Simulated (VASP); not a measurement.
# YAl7 in VASP: a series of runs

Runs on YAl7. Level: PBE. Tasks: single point, molecular dynamics.

Program: VASP 6.6.1. These are calculated values, not measurements. Logs are shortened: lines on timing, memory, paths and dates and some standing lists are left out, and cuts for length are marked.

### Step 1. The crystal as given

The cell holds a amorphous, 16 atoms: a = 6.761 Å, b = 6.711 Å, c = 6.410 Å, α = 92.46°, β = 90.08°, γ = 91.67°.

The cell was built by a generator and needn't be a form met in nature.

### Step 2. Single point, PBE

File INCAR:

```
SYSTEM = YAl7
PREC     = Accurate       ! precision mode
ENCUT    = 520            ! plane-wave cutoff, eV
EDIFF    = 1E-6           ! SCF threshold, eV
ISMEAR   = -1             ! smearing method
SIGMA    = 0.0517         ! smearing width, eV
LREAL    = Auto         
LASPH    = .TRUE.         ! aspherical terms in the spheres
NELM     = 100            ! most SCF steps
ALGO     = Fast           ! electronic algorithm
ISIF     = 2              ! what is computed and relaxed
LWAVE    = .FALSE.        ! write WAVECAR
LCHARG   = .FALSE.        ! write CHGCAR
GGA      = PE             ! functional
ISYM     = 0            
NBANDS   = 46             ! bands
```

File KPOINTS:

```
Automatic mesh
0
Gamma
  1 1 1
  0.25 0.25 0.25
```

File POSCAR:

```
YAl7
1.0
    6.7604440000     -0.0984910000     -0.0055720000
   -0.0984910000      6.7085100000     -0.1408520000
   -0.0055720000     -0.1408520000      6.4081030000
Al Y
14 2
Direct
    0.6913033614      0.1902299511      0.7302088015
    0.8776253128      0.3404805338      0.4195103438
    0.5294243808      0.8443680724      0.4307650617
    0.7416921575      0.6161944815      1.1338272705
    1.0036433175      0.3370616450      0.0186478131
    0.9258039151      0.8996705839      0.9703998173
    0.6125270319      0.0701844814      0.1095042675
    0.5004629055      0.7877360675      0.8394711789
    0.8010672706      0.6884586555      0.6255279176
    0.8957485909     -0.0406504917      0.3931970831
    0.4116250474      0.3692317603     -0.0272655407
    0.1491380240      0.6070967879      0.8079126996
    0.4627752130      0.4553668762      0.5668293594
    0.2027181665      0.0912396049      0.2323281674
    0.2055327416      0.1009247901      0.6892329426
    0.1630668625      0.6461301674      0.2992436818
```

Potentials or basis: VASP PAW PBE potentials, release 64 (Al, Y_sv).

Started as:

```sh
$ cat potpaw_PBE.64/Al/POTCAR potpaw_PBE.64/Y_sv/POTCAR > POTCAR
$ mpirun -np 1 vasp_std > vasp.out
```

OUTCAR:

```text
SYSTEM = YAl7
   PREC = Accurate
   ENCUT = 520
   EDIFF = 1E-6
   ISMEAR = -1
   LREAL = Auto
   LASPH = .TRUE.
   NELM = 100
   ISIF = 2
   GGA = PE
   ISYM = 0

 ion  position               nearest neighbor table
   1  0.691  0.190  0.730-   2 2.58  13 2.64   7 2.64  11 2.72   5 2.93  10 2.97   6 3.02   8 3.07
                             3 3.12  15 3.33  15 3.55
   2  0.878  0.340  0.420-  10 2.56   1 2.58   9 2.70   5 2.71   4 2.83  16 2.90  14 3.02  13 3.07
                             7 3.15  15 3.31
   3  0.529  0.844  0.431-   9 2.50  10 2.59   7 2.66   8 2.67  13 2.81   4 2.81  16 2.88  14 3.10
                             1 3.12  15 3.24
   4  0.742  0.616  0.134-   6 2.51   5 2.70   8 2.80   3 2.81   2 2.83  11 2.90  10 2.95  16 3.04
                             9 3.19   7 3.20   9 3.34
   5  0.004  0.337  0.019-  12 2.49  14 2.59   4 2.70   2 2.71  11 2.78  16 2.87   1 2.93  15 2.95
                             6 2.97   7 3.22
   6  0.926  0.900  0.970-   4 2.51   7 2.58  12 2.69   9 2.69  10 2.73  14 2.76  15 2.95   5 2.97
                             1 3.02   8 3.06  16 3.22
   7  0.613  0.070  0.110-   6 2.58   8 2.61  11 2.64   1 2.64   3 2.66  10 2.78  14 2.89   2 3.15
                             4 3.20   5 3.22
   8  0.500  0.788  0.839-   9 2.54   7 2.61  12 2.64   3 2.67  13 2.78   4 2.80  11 3.01   6 3.06
                             1 3.07  15 3.12
   9  0.801  0.688  0.626-  10 2.47   3 2.50   8 2.54   6 2.69   2 2.70  12 2.71  13 2.75   4 3.19
                            16 3.23   4 3.34  15 3.84
  10  0.896  0.959  0.393-   9 2.47  14 2.48   2 2.56   3 2.59   6 2.73   7 2.78  16 2.86  15 2.93
                             4 2.95   1 2.97
  11  0.412  0.369  0.973-   7 2.64  12 2.67  13 2.71   1 2.72   5 2.78  15 2.84  14 2.89   4 2.90
                             8 3.01  16 3.24
  12  0.149  0.607  0.808-   5 2.49   8 2.64  11 2.67   6 2.69   9 2.71  13 2.81  16 3.15  16 3.28
                            15 3.44  15 3.48
  13  0.463  0.455  0.567-   1 2.64  11 2.71   9 2.75   8 2.78   3 2.81  12 2.81  16 3.00  15 3.04
                             2 3.07
  14  0.203  0.091  0.232-  10 2.48   5 2.59   6 2.76   7 2.89  11 2.89  15 2.93   2 3.02  16 3.04
                             3 3.10  15 3.48  16 3.75
  15  0.206  0.101  0.689-  11 2.84  14 2.93  10 2.93   5 2.95   6 2.95  13 3.04   8 3.12   3 3.24
                             2 3.31   1 3.33  12 3.44  12 3.48  14 3.48   1 3.55   9 3.84  16 3.86
  16  0.163  0.646  0.299-  10 2.86   5 2.87   3 2.88   2 2.90  13 3.00   4 3.04  14 3.04  12 3.15
                             6 3.22   9 3.23  11 3.24  12 3.28  14 3.75  15 3.86

IMPORTANT INFORMATION: All symmetrisations will be switched off!
NOSYMM: (Re-)initialisation of all symmetry stuff for point group C_1.

----------------------------------------------------------------------------------------

                                     Primitive cell

  volume of cell :     290.4269

  direct lattice vectors                    reciprocal lattice vectors
     6.760444000 -0.098491000 -0.005572000     0.147951123  0.002175850  0.000176473
    -0.098491000  6.708510000 -0.140852000     0.002175850  0.149165221  0.003280588
    -0.005572000 -0.140852000  6.408103000     0.000176473  0.003280588  0.156124685

  length of vectors
     6.761163702  6.710711302  6.409653219     0.147967227  0.149217157  0.156159248

  position of ions in fractional coordinates (direct lattice)
     0.691303361  0.190229951  0.730208801
     0.877625313  0.340480534  0.419510344
     0.529424381  0.844368072  0.430765062
     0.741692157  0.616194482  0.133827270
     0.003643317  0.337061645  0.018647813
     0.925803915  0.899670584  0.970399817
[... 8 lines left out ...]
     0.205532742  0.100924790  0.689232943
     0.163066863  0.646130167  0.299243682

  ion indices of the primitive-cell ions
   primitive index   ion index
                 1           1
                 2           2
                 3           3
                 4           4
                 5           5
                 6           6
[... 8 lines left out ...]
                15          15
                16          16

----------------------------------------------------------------------------------------

 KPOINTS: Automatic mesh

Automatic generation of k-mesh.
 Grid dimensions read from file:
 generate k-points for:    1    1    1

 Generating k-lattice:

  Cartesian coordinates                     Fractional coordinates (reciprocal lattice)
     0.147951123  0.002175850  0.000176473     1.000000000 -0.000000000  0.000000000
     0.002175850  0.149165221  0.003280588     0.000000000  1.000000000  0.000000000
     0.000176473  0.003280588  0.156124685     0.000000000 -0.000000000  1.000000000

  Length of vectors
     0.147967227  0.149217157  0.156159248

  Shift w.r.t. Gamma in fractional coordinates (k-lattice)
     0.250000000  0.250000000  0.250000000

 Subroutine IBZKPT returns following result:
 ===========================================

 Found      1 irreducible k-points:

 Following reciprocal coordinates:
            Coordinates               Weight
  0.250000  0.250000  0.250000      2.000000
   k-points           NKPTS =      1   k-points in BZ     NKDIM =      1   number of bands    NBANDS=     46
   number of dos      NEDOS =    301   number of ions     NIONS =     16
   total plane-waves  NPLWV = 120000
   dimension x,y,z NGX =    50 NGY =   50 NGZ =   48
   dimension x,y,z NGXF=   100 NGYF=  100 NGZF=   96
   ions per type =              14   2
   NGX,Y,Z   is equivalent  to a cutoff of  12.29, 12.39, 12.45 a.u.
   NGXF,Y,Z  is equivalent  to a cutoff of  24.59, 24.77, 24.90 a.u.
 SYSTEM =  YAl7
   PREC   = accura    normal or accurate (medium, high low for compatibility)
   ISTART =      0    job   : 0-new  1-cont  2-samecut
   ICHARG =      2    charge: 1-file 2-atom 10-const
   ISPIN  =      1    spin polarized calculation?
   LNONCOLLINEAR =      F non collinear calculations
   LSORBIT =      F    spin-orbit coupling
   LASPH  =      T    aspherical Exc in radial PAW
   ENCUT  =  520.0 eV  38.22 Ry    6.18 a.u.  12.57 12.48 11.92*2*pi/ulx,y,z
   NELM   =    100;   NELMIN=  2; NELMDL= -5     # of ELM steps
   EDIFF  = 0.1E-05   stopping-criterion for ELM
   LREAL  =      T    real-space projection
   EDIFFG = 0.1E-04   stopping-criterion for IOM
   NSW    =      0    number of steps for IOM
   IBRION =     -1    ionic relax: 0-MD 1-quasi-New 2-CG
   NFREE  =      0    steps in history (QN), initial steepest desc. (CG)
   ISIF   =      2    stress and relaxation
   ISYM   =      0    0-nonsym 1-usesym 2-fastsym
   POTIM  = 0.5000    time-step for ionic-motion
   TEBEG  =    0.0;   TEEND  =   0.0 temperature during run
   PSTRESS=    0.0 pullay stress
   NELECT =      64.0000    total number of electrons
   NUPDOWN=      -1.0000    fix difference up-down
   EMIN   =  10.00;   EMAX   =-10.00  energy-range for DOS
   EFERMI =   0.00;   METHOD = LEGACY
   ISMEAR =    -1;   SIGMA  =   0.05  broadening in eV -4-tet -1-fermi 0-gaus
   EFERMI_NEDOS =   21; number of points for ismear=-14 and -15
   IALGO  =     68    algorithm
   IMIX   =      4    mixing-type and parameters
     AMIX     =   0.40;   BMIX     =  1.00
     AMIX_MAG =   1.60;   BMIX_MAG =  1.00
  volume/ion in A,a.u.               =      18.15       122.49
  Fermi-wavevector in a.u.,A,eV,Ry     =   0.988832  1.868622 13.303626  0.977789
  Thomas-Fermi vector in A             =   2.120387
   LORBIT       =      0    0 simple, 1 ext, 2 COOP (PROOUT), +10 PAW based schemes
   GGA     = PE    functional components
   LHFCALC =     F    Hartree Fock is set to
   AEXX    =    0.0000 exact exchange contribution
   IVDW    =     0    specifies the selected vdW correction
   LEPSILON=     F    determine dielectric tensor
   LRPA    =     F    only Hartree local field effects (RPA)
 non-spin polarized calculation
 RMM-DIIS sequential band-by-band and
  energy-cutoff  :      520.00
  volume of cell :      290.43
 maximum number of plane-waves:      7814
 NGX is ok and might be reduce to    50
   NGX = 25   NGY = 25   NGZ = 23

 number of electron      64.0000001 magnetization

 Free energy of the ion-electron system (eV)
  ---------------------------------------------------
  ext. energy  EPLUGINS =         0.00000000
  ---------------------------------------------------
  free energy    TOTEN  =       -65.31726028 eV

  energy without entropy =      -65.24458313  energy(sigma->0) =      -65.28092170

 E-fermi :   7.1022     XC(G=0): -10.0691

 val. band max:        6.9951408606   @ k =   0.2500   0.2500   0.2500
 cond. band min:       7.2092496729   @ k =   0.2500   0.2500   0.2500
 fundamental gap:      0.2141088123
 Fermi energy:         7.1021695836

 k-point     1 :       0.2500    0.2500    0.2500
  band No.  band energies     occupation
      1     -35.3658      2.00000
      2     -35.2115      2.00000
      3     -15.5156      2.00000
      4     -15.4792      2.00000
      5     -15.4135      2.00000
      6     -15.3818      2.00000
[... 36 lines left out ...]
     43       9.6293      0.00000
     44       9.7373      0.00000
 [bands above 44 left out]

------------------------ aborting loop because EDIFF is reached ----------------------------------------

  FORCE on cell =-STRESS in cart. coord.  units (eV):
  Direction    XX          YY          ZZ          XY          YZ          ZX
  --------------------------------------------------------------------------------------
  -------------------------------------------------------------------------------------
  Total       14.7676738     11.9429657     10.4489648     -1.9073621    -10.4935085     -7.8554079
  in kB       81.4677755     65.8849094     57.6430607    -10.5222090    -57.8887921    -43.3353699
  external PRESSURE =      68.3319152 kB  Pullay stress =       0.0000000 kB

 VOLUME and BASIS-vectors are now :
 -----------------------------------------------------------------------------
  energy-cutoff  :      520.00
  volume of cell :      290.43
      direct lattice vectors                 reciprocal lattice vectors
     6.760444000 -0.098491000 -0.005572000     0.147951123  0.002175850  0.000176473
    -0.098491000  6.708510000 -0.140852000     0.002175850  0.149165221  0.003280588
    -0.005572000 -0.140852000  6.408103000     0.000176473  0.003280588  0.156124685

 POSITION                                       TOTAL-FORCE (eV/Angst)
 -----------------------------------------------------------------------------------
      4.65071      1.10522      4.64861         0.116002     -0.684192     -0.023604
      5.89727      2.13859      2.63542        -0.131322      0.096285     -0.070002
      3.49358      5.55163      2.63851        -1.563535      0.620292     -0.086192
      4.95273      4.04185      0.76665        -0.520692     -0.594797      0.732616
     -0.00867      2.25820      0.07200        -0.669613     -0.182405      0.505324
      6.16483      5.80758      6.08654         0.203677      0.235099     -0.449128
[... 8 lines left out ...]
      1.37571      0.55973      4.40132        -0.481797     -0.908255     -0.540097
      1.03710      4.27636      1.82567         0.659124      0.003750     -0.011215
 -----------------------------------------------------------------------------------
    total drift:                                0.003497     -0.009658      0.012507

  FREE ENERGIE OF THE ION-ELECTRON SYSTEM (eV)
  ---------------------------------------------------
  free  energy   TOTEN  =       -65.3172602812 eV

  energy  without entropy=      -65.2445831258  energy(sigma->0) =      -65.28092170
```

Run time: 28 s. Hardware: 1 thread of Intel Xeon 6975P-C (Granite Rapids), shared host; peak memory 0.33 GiB.

What came out:

* Free energy: -65.3173 eV
* Pressure: 6.8 GPa
* Largest force: 2.182 eV/Å
* Band gap on the k mesh: 0.21 eV, direct

Forces in eV/Å, atoms in the order of the input:
```
Al   0.116 -0.684 -0.024
Al  -0.131  0.096 -0.070
Al  -1.564  0.620 -0.086
Al  -0.521 -0.595  0.733
Al  -0.670 -0.182  0.505
Al   0.204  0.235 -0.449
Al  -0.786  0.340  0.772
Al  -0.477 -0.241  0.440
Al   1.511 -1.553  0.150
Al  -0.624  0.783  0.032
Al   0.225  0.445  0.693
Al   0.234  0.554 -1.195
Al   0.514 -0.035 -0.401
Al   1.789  1.122 -0.549
Y   -0.482 -0.908 -0.540
Y    0.659  0.004 -0.011
```

PBE gaps usually lie below the measured ones, often by a third to a half.

(Part 1 of 2 ends here.)
